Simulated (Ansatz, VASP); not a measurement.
**Two plane-wave programs on Sr3SbP**

File INCAR:

```
SYSTEM = Sr3SbP
  PREC = Accurate
  ENCUT = 520
  EDIFF = 1E-6
  ISMEAR = 0
  SIGMA = 0.03
  LREAL = .False.
  LASPH = .True.
  NELM = 100
  ALGO = Normal
  ISIF = 2
  LWAVE = .False.
  LCHARG = .True.
  GGA = CA
  LELF = .True.
  LVHAR = .True.
  NBANDS = 28
```

Contents of KPOINTS:

```
Automatic mesh
0
Gamma
  8 8 8
  0 0 0
```

The input POSCAR:

```
Sr3SbP
1.0
    6.0595296820      0.0000000000      0.0000000000
    0.0000000000      6.0595296820      0.0000000000
    0.0000000000      0.0000000000      5.1506002297
Sr Sb P
3 1 1
Direct
    0.0000000000      0.5000000000      0.5000000000
    0.5000000000      0.0000000000      0.5000000000
    0.5000000000      0.5000000000      0.0000000000
    0.0000000000      0.0000000000      0.0000000000
    0.5000000000      0.5000000000      0.5000000000
```

Input for Ansatz:

```yaml
crystal:
  lattice:
    - [6.059529682, 0.0, 0.0]
    - [0.0, 6.059529682, 0.0]
    - [0.0, 0.0, 5.1506002297]
  atoms:
    - { symbol: Sr, position: [0.0, 0.5, 0.5] }
    - { symbol: Sr, position: [0.5, 0.0, 0.5] }
    - { symbol: Sr, position: [0.5, 0.5, 0.0] }
    - { symbol: Sb, position: [0.0, 0.0, 0.0] }
    - { symbol: P, position: [0.5, 0.5, 0.5] }
basis:
  ecutwfc: 420
kpoints:
  mp_grid: { grid: [8, 8, 8] }
hamiltonian:
  xc: lda
scf:
  occupations: { method: gaussian, width: 0.03 }
output:
  forces: true
  stress: true
  eigenvalues: true
```

Alike in both runs: task single point; functional LDA; k mesh 8 × 8 × 8; occupations gaussian, width 0.03 eV; no spin polarisation.

|  | VASP | Ansatz |
| --- | --- | --- |
| version | VASP 6.6.1 | Ansatz 0.2.0 |
| potentials or method | VASP PAW LDA potentials, release 64 (Sr_sv, Sb, P) | scalar-relativistic, plane waves, PAW |
| plane-wave cutoff (eV) | 520 | 420 |
| valence electrons in the cell | 40 | 50 |

|  | VASP | Ansatz | Ansatz less VASP |
| --- | --- | --- | --- |
| gap on the k mesh at the Fermi level (eV) | none | none | - |
| pressure (GPa) | -0.7 | -0.8 | -0.12 |
| largest component of the traceless stress (GPa) | 10.01 | 9.91 | -0.097 |

A gap of «none» marks a metal or a gap that the smearing closes. The two sets of potentials don't hold the same shells in valence.

The runs have no spin-orbit coupling, so splittings on Sb are missing.
